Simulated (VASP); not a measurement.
All values below come from G0W0 on PBE orbitals, VASP's PBE PAW potentials (set 64) (plane waves; VASP).

Input for VASP

File KPOINTS:
```
Automatic mesh
0
Gamma
4 4 2
0 0 0
```

File POSCAR:
```
AlN
3.110
  0.5000000000  -0.8660254019   0.0000000000
  0.5000000000   0.8660254019   0.0000000000
  0.0000000000   0.0000000000   1.6012861736
Al N
2 2
direct
  0.6666670000   0.3333330000   0.5000000000
  0.3333330000   0.6666670000   0.0000000000
  0.6666670000   0.3333330000   0.8820000000
  0.3333330000   0.6666670000   0.3820000000
```

### INCAR
```
SYSTEM=AlN
PREC=Normal; ENCUT=500; LREAL=.FALSE.
LASPH=.TRUE.; NBANDS=128
ALGO=EVGW0
ISMEAR=0; SIGMA=0.01
GGA=PE
LWAVE=.FALSE.; LCHARG=.FALSE.
NELMGW=1; NOMEGA=64; ENCUTGW=150
NBANDSGW=16; LSPECTRALGW=.TRUE.
```

POTCAR, in this order: Al_GW N_GW_new (PBE.64 set). Program: vasp_std. Read from the step before: WAVECAR, WAVEDER.

The run wrote:

File OSZICAR:
```
energies w=
    0.000    0.000    0.545    0.000    1.089    0.000    1.630    0.000
    2.168    0.000    2.701    0.000    3.229    0.000    3.750    0.000
    4.265    0.000    4.774    0.000    5.275    0.000    5.769    0.000
    6.256    0.000    6.737    0.000    7.212    0.000    7.681    0.000
    8.146    0.000    8.606    0.000    9.063    0.000    9.517    0.000
    9.969    0.000   10.421    0.000   10.873    0.000   11.327    0.000
   11.783    0.000   12.242    0.000   12.706    0.000   13.177    0.000
   13.655    0.000   14.142    0.000   14.641    0.000   15.152    0.000
   15.678    0.000   16.221    0.000   16.783    0.000   17.368    0.000
   17.978    0.000   18.618    0.000   19.290    0.000   20.000    0.000
   20.754    0.000   21.557    0.000   22.417    0.000   23.342    0.000
   24.343    0.000   25.433    0.000   26.627    0.000   27.942    0.000
   29.402    0.000   31.035    0.000   32.877    0.000   34.974    0.000
   37.385    0.000   40.192    0.000   43.501    0.000   47.462    0.000
   52.292    0.000   58.309    0.000   66.008    0.000   76.201    0.000
   90.314    0.000  111.113    0.000  144.749    0.000  208.239    0.000
NQ=   1    0.0000    0.0000    0.0000,
 performed         94000 updates of chi_q(r,r)
NQ=   2    0.2500    0.0000    0.0000,
 performed        261000 updates of chi_q(r,r)
NQ=   3    0.5000    0.0000    0.0000,
 performed        404000 updates of chi_q(r,r)
NQ=   4    0.2500    0.2500    0.0000,
 performed        596000 updates of chi_q(r,r)
NQ=   5    0.0000    0.0000    0.5000,
 performed        690000 updates of chi_q(r,r)
NQ=   6    0.2500    0.0000    0.5000,
 performed        857000 updates of chi_q(r,r)
NQ=   7    0.5000    0.0000    0.5000,
 performed       1000000 updates of chi_q(r,r)
NQ=   8    0.2500    0.2500    0.5000,
 performed       1192000 updates of chi_q(r,r)
 resolving degeneracies of screened two electron integrals
```

OUTCAR:
```


 k-point   1 :       0.0000    0.0000    0.0000
  band No.  KS-energies  QP-energies   sigma(KS)   V_xc(KS)     V^pw_x(r,r')   Z            occupation Imag(sigma)

      1      -9.3446     -10.7927     -16.8053     -14.7928     -24.7721       0.7196       2.0000       1.2038
      2      -7.1909      -8.5002     -18.1604     -16.3489     -25.8659       0.7228       2.0000       0.9564
      3      -0.1498      -1.3959     -14.3576     -12.6378     -18.5248       0.7246       2.0000       0.1614
      4       4.9923       4.0680     -17.5019     -16.3073     -20.7017       0.7737       2.0000       0.0691
      5       4.9923       4.0680     -17.5019     -16.3073     -20.7017       0.7737       2.0000       0.0691
      6       5.6446       4.8074     -17.8488     -16.7715     -20.9131       0.7771       2.0000       0.0648
      7       5.6446       4.8074     -17.8488     -16.7715     -20.9131       0.7771       2.0000       0.0648
      8       5.8659       5.0665     -17.8969     -16.8660     -20.9101       0.7754       2.0000       0.0640
      9      10.0726      10.8782     -11.5085     -12.5065      -7.6658       0.8072       0.0000      -0.0535
     10      12.5183      13.3896      -9.9039     -10.9747      -5.6204       0.8137       0.0000      -0.0601
     11      16.4849      17.6059     -12.4689     -13.9581      -7.1147       0.7528       0.0000      -0.1186
     12      16.9981      17.8856      -8.7952      -9.9036      -3.9302       0.8007       0.0000      -0.0893
     13      16.9981      17.8856      -8.7952      -9.9036      -3.9302       0.8007       0.0000      -0.0893
     14      18.9472      19.9651      -9.0524     -10.3305      -3.9864       0.7963       0.0000      -0.1032
     15      18.9830      20.0072      -9.2138     -10.5053      -4.0218       0.7930       0.0000      -0.1228
     16      18.9830      20.0072      -9.2138     -10.5053      -4.0218       0.7930       0.0000      -0.1228

 k-point   2 :       0.2500    0.0000    0.0000
  band No.  KS-energies  QP-energies   sigma(KS)   V_xc(KS)     V^pw_x(r,r')   Z            occupation Imag(sigma)

      1      -8.5943      -9.9937     -17.1174     -15.2078     -25.0025       0.7328       2.0000       1.1327
      2      -6.8201      -8.1105     -18.4194     -16.6501     -26.0849       0.7293       2.0000       0.9176
      3       0.7655      -0.4683     -14.6954     -13.0290     -18.5828       0.7404       2.0000       0.1291
      4       2.3953       1.2394     -15.6450     -14.1254     -19.1524       0.7607       2.0000       0.0948
      5       3.3916       2.3493     -16.4082     -15.0494     -19.7371       0.7671       2.0000       0.0817
      6       4.2830       3.2651     -16.9587     -15.6386     -20.2491       0.7711       2.0000       0.0745
      7       5.4249       4.5678     -17.5512     -16.4454     -20.6054       0.7751       2.0000       0.0659
      8       5.4416       4.5779     -17.7603     -16.6475     -20.8659       0.7762       2.0000       0.0660
      9      12.0519      12.9234     -11.5140     -12.6031      -7.4298       0.8002       0.0000      -0.0601
     10      13.4555      14.2462      -9.2842     -10.2573      -4.8383       0.8126       0.0000      -0.0659
     11      13.9526      14.8374     -10.5118     -11.6222      -5.9792       0.7968       0.0000      -0.0741
     12      15.8953      16.9732     -11.0375     -12.4099      -6.1780       0.7855       0.0000      -0.0859
     13      17.4450      18.3022      -9.4388     -10.5177      -4.4936       0.7945       0.0000      -0.0970
     14      17.7894      18.6636      -8.7944      -9.8896      -3.7962       0.7982       0.0000      -0.1089
     15      17.9646      19.0650     -10.4841     -11.8981      -5.2421       0.7782       0.0000      -0.1150
     16      19.1375      20.0731      -9.5496     -10.7410      -4.1656       0.7853       0.0000      -0.1661

 k-point   3 :       0.5000    0.0000    0.0000
  band No.  KS-energies  QP-energies   sigma(KS)   V_xc(KS)     V^pw_x(r,r')   Z            occupation Imag(sigma)

      1      -7.3727      -8.6735     -18.0121     -16.1991     -25.7424       0.7175       2.0000       0.9772
      2      -6.6755      -7.9419     -18.4639     -16.7088     -26.0989       0.7216       2.0000       0.8916
      3       0.3946      -0.8610     -14.7143     -13.0085     -18.7162       0.7360       2.0000       0.1375
      4       1.6825       0.4842     -15.5482     -13.9512     -19.2985       0.7503       2.0000       0.1081
      5       2.5071       1.3566     -15.7183     -14.2017     -19.2609       0.7586       2.0000       0.0964
      6       3.7618       2.6812     -16.6710     -15.2645     -20.0613       0.7682       2.0000       0.0796
      7       4.0797       3.0734     -16.0862     -14.7856     -19.1460       0.7737       2.0000       0.0735
      8       5.1651       4.2605     -17.5926     -16.4252     -20.7564       0.7749       2.0000       0.0679
      9      11.6602      12.3397      -9.8738     -10.7112      -5.8409       0.8115       0.0000      -0.0573
     10      11.6648      12.3231      -8.8782      -9.6808      -4.7213       0.8201       0.0000      -0.0577
     11      14.0423      14.9684     -10.4655     -11.6164      -6.0093       0.8047       0.0000      -0.0678
     12      16.1436      17.2842     -12.0834     -13.5632      -7.0193       0.7707       0.0000      -0.0980
     13      16.7559      17.5909      -8.7370      -9.7773      -3.9296       0.8027       0.0000      -0.0872
     14      18.0325      19.3250     -11.7692     -13.4508      -6.4118       0.7686       0.0000      -0.1238
     15      18.6783      19.7189     -11.0011     -12.3500      -5.6294       0.7714       0.0000      -0.1400
     16      20.9802      21.8148      -8.9953     -10.0994      -3.0580       0.7560       0.0000      -0.2332

 k-point   4 :       0.2500    0.2500    0.0000
  band No.  KS-energies  QP-energies   sigma(KS)   V_xc(KS)     V^pw_x(r,r')   Z            occupation Imag(sigma)

      1      -7.4689      -8.7681     -17.8595     -16.0412     -25.5904       0.7145       2.0000       0.9791
      2      -6.5936      -7.8596     -18.6075     -16.8676     -26.2552       0.7276       2.0000       0.8922
      3       1.2378      -0.0011     -15.0172     -13.3631     -18.7657       0.7489       2.0000       0.1135
      4       1.7639       0.5700     -15.4024     -13.8166     -19.0874       0.7529       2.0000       0.1061
      5       2.3188       1.1548     -15.4400     -13.9050     -18.9583       0.7583       2.0000       0.0979
      6       2.9957       1.8950     -16.0515     -14.6127     -19.4617       0.7650       2.0000       0.0868
      7       4.0511       3.0097     -16.6635     -15.3130     -19.9351       0.7711       2.0000       0.0762
      8       4.4226       3.4459     -16.7838     -15.5186     -19.9563       0.7720       2.0000       0.0729
      9      11.5832      12.1516      -8.7098      -9.4049      -4.5443       0.8177       0.0000      -0.0588
     10      13.6990      14.5951     -11.0362     -12.1653      -6.6053       0.7937       0.0000      -0.0728
     11      14.7679      15.8061     -11.4519     -12.7640      -6.8383       0.7912       0.0000      -0.0750
     12      15.6488      16.7028     -10.9537     -12.2875      -6.1859       0.7902       0.0000      -0.0801
     13      16.7017      17.8169     -10.5537     -11.9671      -5.6356       0.7890       0.0000      -0.0886
     14      17.8668      18.8899     -10.6504     -11.9654      -5.4717       0.7780       0.0000      -0.1159
     15      18.0529      19.2147     -10.9285     -12.4241      -5.6675       0.7768       0.0000      -0.1225
     16      20.5044      21.4680     -10.2250     -11.4814      -4.3424       0.7669       0.0000      -0.2519

 k-point   5 :       0.0000    0.0000    0.5000
  band No.  KS-energies  QP-energies   sigma(KS)   V_xc(KS)     V^pw_x(r,r')   Z            occupation Imag(sigma)

      1      -8.4548      -9.8338     -17.1842     -15.2797     -25.0414       0.7240       2.0000       1.1041
      2      -8.4548      -9.8338     -17.1842     -15.2797     -25.0414       0.7240       2.0000       1.1041
      3       2.5242       1.4186     -15.8644     -14.4081     -19.3715       0.7592       2.0000       0.0945
      4       2.5242       1.4186     -15.8644     -14.4081     -19.3715       0.7592       2.0000       0.0945
      5       5.3092       4.4261     -17.6700     -16.5294     -20.8084       0.7742       2.0000       0.0670
      6       5.3092       4.4261     -17.6700     -16.5294     -20.8084       0.7742       2.0000       0.0670
      7       5.3092       4.4261     -17.6700     -16.5294     -20.8084       0.7742       2.0000       0.0670
      8       5.3092       4.4261     -17.6700     -16.5294     -20.8084       0.7742       2.0000       0.0670
      9      12.3332      13.2649     -11.6198     -12.7851      -7.4385       0.7996       0.0000      -0.0616
     10      12.3332      13.2649     -11.6198     -12.7851      -7.4385       0.7996       0.0000      -0.0616
     11      16.1782      17.1437     -10.1262     -11.3559      -5.1346       0.7852       0.0000      -0.0924
     12      16.1782      17.1437     -10.1262     -11.3559      -5.1346       0.7852       0.0000      -0.0924
     13      17.3146      18.2112      -8.8026      -9.9222      -3.9217       0.8008       0.0000      -0.0907
     14      17.3146      18.2112      -8.8026      -9.9222      -3.9217       0.8008       0.0000      -0.0907
     15      17.3146      18.2112      -8.8026      -9.9222      -3.9217       0.8008       0.0000      -0.0907
     16      17.3146      18.2112      -8.8026      -9.9222      -3.9217       0.8008       0.0000      -0.0907

 k-point   6 :       0.2500    0.0000    0.5000
  band No.  KS-energies  QP-energies   sigma(KS)   V_xc(KS)     V^pw_x(r,r')   Z            occupation Imag(sigma)

      1      -7.8232      -9.1513     -17.5656     -15.7163     -25.3356       0.7182       2.0000       1.0225
      2      -7.8232      -9.1513     -17.5656     -15.7163     -25.3356       0.7182       2.0000       1.0225
      3       1.8306       0.6796     -15.6686     -14.1401     -19.3650       0.7530       2.0000       0.1050
      4       1.8306       0.6796     -15.6686     -14.1401     -19.3650       0.7530       2.0000       0.1050
      5       4.2538       3.2461     -16.6643     -15.3577     -19.8693       0.7712       2.0000       0.0741
...
```
(Selected blocks of OUTCAR.)

The mesh is coarse and the basis finite, so the quasiparticle values are not converged.

The compound is AlN in the wurtzite structure. The cell was not relaxed at this level. The k-mesh is coarse (spacing up to 0.63 per Å, 2π included), so the numbers may not be converged in it.
